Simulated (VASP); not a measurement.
```
Cu
1.0
    0.00000     1.76269     1.76269
    1.76269     0.00000     1.76269
    1.76269     1.76269     0.00000
Cu
1
Direct
  0.00000   0.00000   0.00000
```

Level of theory: LDA (Ceperley-Alder, Perdew-Zunger), VASP's LDA PAW potentials (set 64) (plane waves; VASP). Run with 520 eV cut-off, Gaussian smearing of 0.050 eV, potentials Cu.

Q: Give the energies of bands 1 to 7 at the high-symmetry points, in eV from the Fermi level.

A: 
```tsv
band	Γ	X	U	L	W
1	-9.98	-5.42	-4.78	-5.61	-4.61
2	-3.36	-4.93	-4.52	-3.39	-3.93
3	-3.36	-1.80	-3.07	-3.39	-3.93
4	-3.36	-1.62	-2.27	-1.78	-2.47
5	-2.42	-1.62	-1.85	-1.78	-1.62
6	-2.42	1.39	4.46	-1.25	6.44
7	23.23	7.61	5.97	4.07	6.44
```

It has no gap at this level: it comes out as a metal or semimetal.

The compound is Cu in the fcc structure. It was relaxed first, which changed the volume by -7 %.
